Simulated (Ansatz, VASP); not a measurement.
# Cross-check of AlFe2Si2 between VASP and Ansatz, part 2 of 2

Aim: how closely do two programs agree when they are given the same cell, functional and k mesh? The cell is invented: As first built, before any earlier steps moved the atoms (in the runner's words): it takes the YFe2Si2 structure with some of its atoms replaced by other elements, volume scaled by an estimate. It may not be a known or stable phase. The cell is taken from a series of VASP runs on this material, whose earlier steps may have relaxed, scaled or displaced it; both programs get it as it stands.

VASP 6.6.1 and Ansatz 0.2.0.

So far: Starting point; VASP: single point, PBE.

## (3) Ansatz: single point, PBE

Level of this step: Ansatz beside VASP: Kohn-Sham DFT, plane waves, PBE (Ansatz).

Ansatz runs on its default PAW (the set named soft_2) files.

The same cell, functional, mesh and smearing now go to Ansatz, which takes its cutoff from its data sets.

Input file input.yaml:

```yaml
crystal:
  lattice:
    - [-1.9492429797, 1.9492429797, 4.437701223]
    - [1.9492429797, -1.9492429797, 4.437701223]
    - [1.9492429797, 1.9492429797, -4.437701223]
  atoms:
    - { symbol: Fe, position: [0.75, 0.25, 0.5], spin: 3.0 }
    - { symbol: Fe, position: [0.25, 0.75, 0.5], spin: 3.0 }
    - { symbol: Si, position: [0.627573225, 0.627573225, 0.0] }
    - { symbol: Si, position: [0.372426775, 0.372426775, 0.0] }
    - { symbol: Al, position: [0.0, 0.0, 0.0] }
hamiltonian:
  xc: pbe
  pseudopotentials: { kind: paw }
magnetization:
  spin_polarized: true
kpoints:
  mp_grid: { grid: [8, 8, 8] }
scf:
  occupations: { method: fermi_dirac, width: 0.05 }
  n_extra_bands: 5
output:
  forces: true
  stress: true
  eigenvalues: true
```

Run with:

```sh
$ ansatz run input.yaml --threads 2 --pin off --max-ram 4608MiB --backend cpu --events-out ev --progress --plain --runs-dir out
```

Numbers of over 12 decimals in the logs are rounded to 6 here.

Output:

```text
Warning: the band count 27 (scf.n_extra_bands) hosts the net moment |M| = 6.0000 μB (N_el = 43) but caps the reachable moment at 2·n_bands − N_el = 11.0000 μB, below the 30 bands that the automatic rule leaves for it — a moment growing past the seed, or the majority channel's smearing tail, pins there with fewer empty majority states than that count leaves; raise or omit scf.n_extra_bands unless the cap is intended
scf.n_extra_bands = 5 over 22 filled bands (N_el = 43.0): the run solves 27 bands
Engine: ansatz 0.2.0, x86_64-unknown-linux-gnu
Pseudopotentials: kind: paw
Pseudopotential: Fe, paw, valence charge 16, recommended cutoff 420 eV (normal), Fe.paw.azcp
Pseudopotential: Si, paw, valence charge 4, recommended cutoff 420 eV (normal), Si.paw.azcp
Pseudopotential: Al, paw, valence charge 3, recommended cutoff 420 eV (normal), Al.paw.azcp
Functional definition: PBE
  parameter kappa = 0.804
  parameter beta = 0.066725
  exchange = pbe_x(kappa = kappa, mu = beta*pi^2/3)
  correlation = pbe_c(beta = beta)
Crystal: 5 atoms, lattice volume = 67.445 Å³
Basis set: ecut = 420 eV, 1331 PW (Γ), exchange–correlation on 72×72×72 points (8 copies of the dense FFT grid, shifted against one another)
Bands: 27, of which v1, the nominal top of the filled ones, is band 22 counted from 1 (21 counted from 0)
Symmetry: 16 space group operations
Space group: I4/mmm (ITA 139), of the structure as read, at distance tolerance 4.1e-5 Å
Magnetic group: BNS 139.531 (UNI 1191), of the structure as read, at distance tolerance 4.1e-5 Å
k-points: 59 of 512
Non-local potential: Fe, projectors of the file, l = 0: 3, l = 1: 2, l = 2: 3, l = 3: 1
Non-local potential: Si, projectors of the file, l = 0: 2, l = 1: 2, l = 2: 2
Non-local potential: Al, projectors of the file, l = 0: 2, l = 1: 2, l = 2: 1
PAW form: soft (Blöchl's): semilocal exchange-correlation on the pseudo side does not see the compensation charge
PAW one-centre angular grid: Fe, 590 points (default); XC on 64 Gauss nodes
PAW one-centre angular grid: Si, 110 points (default); XC on 64 Gauss nodes
PAW one-centre angular grid: Al, 110 points (default); XC on 64 Gauss nodes
Initial density: superposition of atomic densities (chi_scale 0.1, normalization cell)
Starting moments: Σ|m| = 6 μB on 2 of 5 sites
Initial wavefunctions: pseudopotential atomic-orbital guess
Functional: x = pbe(κ = 0.804, μ = 0.219515), c = pbe(β = 0.066725)
SCF iter   1: F=—  HF=-10769.880851 eV  |F-HF|=—  |Δ(HF+E_count)|=         —  Δρ=1.46e-1 (↑1.46e-1 ↓1.01e-1)  dr2=3.85e0  dr2_m=8.82e0  M=1.778 μB ∫|m|=2.386 μB  β_m=0.30  ethr=3.10e-3  ⟨swp⟩=6.2  Hψ=13760  notcnv=0
Mixer restart at iter 1: flushing history
preconditioner: auto → Kerker (q_TF=auto, 2.531 Å⁻¹)  [metal: Δε(μ)=0.034 eV  Ē_g=5.958 eV  σ=0.050 eV  W_gap=0.17  n_scr=14 (ndim 8)  ℏωp=23.5 eV  f_vac=0.000  D(μ)=2.96/eV (n_scr^D=30)]
spin=Collinear: Kerker preconditioning applied to the charge; magnetization (m = ρ↑ − ρ↓) channel mixes plain (no charge-response kernel on spin).
SCF iter   2: F=—  HF=-10768.705761 eV  |F-HF|=—  |Δ(HF+E_count)|=    1.18e0  Δρ=9.59e-2 (↑8.90e-2 ↓9.59e-2)  dr2=2.61e0  dr2_m=5.01e0  M=1.642 μB ∫|m|=2.155 μB  β_m=0.65  ethr=3.10e-3  ⟨swp⟩=2.1  Hψ=5129  notcnv=0  defer=4
SCF iter   3: F=—  HF=-10771.691999 eV  |F-HF|=—  |Δ(HF+E_count)|=    2.99e0  Δρ=7.44e-2 (↑7.44e-2 ↓2.11e-2)  dr2=2.11e0  dr2_m=1.05e0  M=0.890 μB ∫|m|=1.252 μB  β_m=0.66  ethr=3.10e-3  ⟨swp⟩=3.9  Hψ=7576  notcnv=0  defer=4
SCF iter   4: F=—  HF=-10770.586085 eV  |F-HF|=—  |Δ(HF+E_count)|=    1.11e0  Δρ=2.13e-2 (↑6.61e-3 ↓2.13e-2)  dr2=5.86e-1  dr2_m=8.22e-2  M=0.421 μB ∫|m|=0.611 μB  β_m=0.77  ethr=3.10e-3  ⟨swp⟩=3.1  Hψ=7190  notcnv=0  defer=6
SCF iter   5: F=—  HF=-10770.297942 eV  |F-HF|=—  |Δ(HF+E_count)|=   2.88e-1  Δρ=1.84e-2 (↑1.46e-2 ↓1.84e-2)  dr2=7.00e-1  dr2_m=4.30e-3  M=0.092 μB ∫|m|=0.122 μB  β_m=0.88  ethr=1.36e-3  ⟨swp⟩=3.3  Hψ=5894  notcnv=0  defer=6
SCF iter   6: F=—  HF=-10770.510681 eV  |F-HF|=—  |Δ(HF+E_count)|=   2.13e-1  Δρ=1.37e-2 (↑1.37e-2 ↓1.13e-2)  dr2=4.13e-1  dr2_m=1.03e-3  M=0.137 μB ∫|m|=0.164 μB  β_m=0.94  ethr=1.36e-3  ⟨swp⟩=2.1  Hψ=4690  notcnv=0  defer=3
SCF iter   7: F=—  HF=-10770.529272 eV  |F-HF|=—  |Δ(HF+E_count)|=   1.86e-2  Δρ=5.20e-3 (↑5.20e-3 ↓1.98e-3)  dr2=3.69e-2  dr2_m=1.76e-3  M=0.149 μB ∫|m|=0.175 μB  β_m=0.97  ethr=9.60e-4  ⟨swp⟩=2.1  Hψ=4698  notcnv=0  defer=3
SCF iter   8: F=—  HF=-10770.528897 eV  |F-HF|=—  |Δ(HF+E_count)|=   3.75e-4  Δρ=1.62e-3 (↑1.62e-3 ↓2.83e-4)  dr2=1.73e-3  dr2_m=4.58e-4  M=0.114 μB ∫|m|=0.130 μB  β_m=0.99  ethr=8.58e-5  ⟨swp⟩=2.1  Hψ=4999  notcnv=0  defer=3
SCF iter   9: F=—  HF=-10770.528916 eV  |F-HF|=—  |Δ(HF+E_count)|=   1.96e-5  Δρ=6.21e-4 (↑4.50e-4 ↓6.21e-4)  dr2=3.96e-5  dr2_m=1.74e-4  M=0.072 μB ∫|m|=0.081 μB  β_m=0.99  ethr=4.01e-6  ⟨swp⟩=2.1  Hψ=4431  notcnv=0  defer=3
SCF iter  10: F=—  HF=-10770.528966 eV  |F-HF|=—  |Δ(HF+E_count)|=   4.94e-5  Δρ=8.44e-5 (↑6.38e-5 ↓8.44e-5)  dr2=7.81e-6  dr2_m=2.25e-6  M=0.014 μB ∫|m|=0.015 μB  β_m=1.00  ethr=9.21e-8  ⟨swp⟩=2.5  Hψ=6175  notcnv=0  defer=3
SCF iter  11: F=—  HF=-10770.528968 eV  |F-HF|=—  |Δ(HF+E_count)|=   2.08e-6  Δρ=7.91e-5 (↑6.96e-5 ↓7.91e-5)  dr2=1.65e-5  dr2_m=2.70e-8  M=0.000 μB ∫|m|=0.000 μB  β_m=1.00  ethr=1.82e-8  ⟨swp⟩=2.0  Hψ=5281  notcnv=0  defer=3
SCF iter  12: F=—  HF=-10770.528970 eV  |F-HF|=—  |Δ(HF+E_count)|=   1.69e-6  Δρ=1.74e-5 (↑5.17e-6 ↓1.74e-5)  dr2=2.47e-7  dr2_m=4.11e-8  M=-0.001 μB ∫|m|=0.002 μB  β_m=1.00  ethr=1.82e-8  ⟨swp⟩=2.0  Hψ=4610  notcnv=0  defer=3
SCF iter  13: F=—  HF=-10770.528970 eV  |F-HF|=—  |Δ(HF+E_count)|=   5.31e-9  Δρ=2.73e-6 (↑2.27e-6 ↓2.73e-6)  dr2=3.44e-9  dr2_m=3.34e-9  M=-0.000 μB ∫|m|=0.000 μB  β_m=1.00  ethr=5.74e-10  ⟨swp⟩=2.2  Hψ=4683  notcnv=0  defer=3
SCF iter  14: F=—  HF=-10770.528970 eV  |F-HF|=—  |Δ(HF+E_count)|=  8.73e-11  Δρ=8.16e-7 (↑8.16e-7 ↓3.87e-7)  dr2=1.18e-9  dr2_m=4.16e-11  M=0.000 μB ∫|m|=0.000 μB  β_m=1.00  ethr=8.00e-12  ⟨swp⟩=2.0  Hψ=5764  notcnv=0  defer=3
SCF iter  15: F=-10770.528970 eV  HF=-10770.528970 eV  |F-HF|=1.82e-11  |Δ(HF+E_count)|=  2.18e-11  Δρ=1.74e-7 (↑8.65e-8 ↓1.74e-7)  dr2=2.41e-11  dr2_m=5.69e-12  M=0.000 μB ∫|m|=0.000 μB  ethr=2.74e-12  ⟨swp⟩=1.1  Hψ=7945  notcnv=0
SCF 1 converged in 15 iterations: F = -10770.528970 eV  dr2 = 2.41e-11
  greatest PAW one-centre occupation: 1.000 electrons in one spin orbital (limit 2), on the Fe atom at site 1 (counted from 0), in its partial waves of l = 0
WARN: the starting moments were not kept: the SCF closed with an absolute magnetisation of 4.5e-5 μB, where they sum to 6 μB in size (2 sites). That is at most 0.1 of that sum. Measured as dr2_m measures the in/out step, that magnetisation stands 1.2e-9 eV from none, at or under the dr2_threshold of 1.0e-7 eV: it is no larger than a step whose dr2_m would equal this threshold. The system may hold no moment; this SCF  [...]
SCF converged after 15 iterations
Magnetization: 0.0000 μB (21.5000 up, 21.5000 down)
Absolute magnetization: 0.0000 μB (∫|ρ↑−ρ↓|, with the PAW one-centre terms)
Spin contamination: 0.0000 ħ² per cell (⟨S²⟩ above its minimum at these occupations)
Per-site moments (μB) at R_I (Å): [(1.8482227267064417e-5, 0.920552), (1.8482227267167573e-5, 0.920552), (-5.150180176973288e-7, 0.920552), (-5.150180176332249e-7, 0.920552), (7.15634392087931e-7, 1.218297)]
Free energy (F): -10770.528970 eV
Harris-Foulkes:  -10770.528970 eV  (|F-HF|=1.82e-11)
Internal energy: -10770.491680 eV  (E = F + TS)
E sigma→0 (E₀):  -10770.510325 eV
Entropy (-TS):   -0.037290 eV (-7.458 meV/atom)
Fermi energy:    12.410250 eV
--- Per-component energies (eV) ---
  E_band       = -534.742275
  E_kinetic    = 825.578335
  E_local      = -6599.320289  (includes V_loc(G=0)·N_el)
  E_nonlocal   = 491.240787
  E_hartree    = 2893.054170
  E_xc         = -391.802409
  E_vxc        = -434.032125  (∫ρ·V_xc dr)
  E_paw        = -4223.407733  (= ΣΔE_a)
  E_vpaw       = -604.318782  (= ΣTr[D̂ρ^β])
  E_aug_tail   = 0.001746  (compensation charges beyond the density's cutoff)
  E_ewald      = -3765.836287
  E_smearing   = -0.037290  (= −TS)
  E_closure    = 0.000000  (closes the sum)
  Σ components = -10770.528970   (vs F -10770.528970, Δ=0.00e0)
--- Forces (eV/Å), atoms counted from 1 ---
  atom   1  Fe    -0.00000000     0.00000000     0.00000000
  atom   2  Fe    -0.00000000     0.00000000     0.00000000
  atom   3  Si     0.00000000    -0.00000000     0.02511123
  atom   4  Si     0.00000000     0.00000000    -0.02511123
  atom   5  Al     0.00000000     0.00000000     0.00000000
  max |Σ_I F_I| component: 3.47e-18 eV/Å
--- Stress (GPa, compression-positive) ---
        0.083761       0.000000       0.000000
        0.000000       0.083761       0.000000
        0.000000       0.000000       0.230389
  P = ⅓ Tr σ = 0.1326 GPa (1.326 kbar)
--- Band table (eV; the first three rows and the last of 118) ---
  k-point 0 ↑: bands = [... 18 lower, 11.9187, 12.2236, 12.6729, 12.6729, 13.1161, 13.4366, 14.3865, 14.3865, ... 1 higher]
  k-point 1 ↑: bands = [... 18 lower, 11.8420, 12.0367, 12.1468, 12.5234, 12.9884, 13.4560, 13.5531, 15.0021, ... 1 higher]
  k-point 2 ↑: bands = [... 18 lower, 11.6594, 11.6598, 11.9688, 12.1698, 12.4821, 13.2547, 13.7127, 14.0974, ... 1 higher]
  k-point 58 ↓: bands = [... 18 lower, 11.9171, 12.0084, 12.0084, 12.2505, 13.1159, 15.6116, 16.6751, 17.1026, ... 1 higher]
```

It took 24 s on 2 threads of Intel Xeon Platinum 8259CL at 2.50GHz (Skylake/Cascade Lake), shared host; peak memory 0.58 GiB; 39 s of CPU time.

The run ends at a pressure of 0.13 GPa, with forces up to 0.025 eV/Å.

## (4) Side by side

Known differences besides the potentials themselves: the data sets hold 43 valence electrons in Ansatz (default PAW (the set named soft_2) files) and 27 in VASP; the cutoff is 420 eV in Ansatz and 400 eV in VASP; VASP leaves aspherical gradient terms in its spheres out (LASPH is not set), Ansatz keeps them. Total energies have different zeros and are not compared.

Compared:

```tsv
quantity	Ansatz	VASP	difference
pressure (GPa)	0.13	0.00	+0.13
pressure without Ansatz's Pulay correction (GPa)	0.08	0.00	+0.07
```

At this near-relaxed geometry the largest component of a force difference is 30 meV/Å. Ansatz's pressure holds a Pulay correction of 0.06 GPa; VASP's holds none.

## (5) What came out

* difference in pressure (single point, PBE): 0.13 GPa
* r.m.s. force difference (single point, PBE): 11 meV/Å

In words: The r.m.s. force difference is 11 meV/Å (single point, PBE), within the 12 meV/Å picked in this series as the mark of a large difference. Such differences can come from data sets, numerical settings and the points named under the comparisons, not from the functional's error against experiment.

[Lines on the potential files, build, host, timing and source positions are cut from VASP's logs without a mark.]

[Logs are printed without paths, hosts, clocks, repeated set-up lines and the standing remarks that a program may print on its own settings, such as how far it seeks lower states.]

[Hosts, paths, dates, database ids (printed as entryN), source tags and the programs' standing remarks are cut or masked in the printed files.]
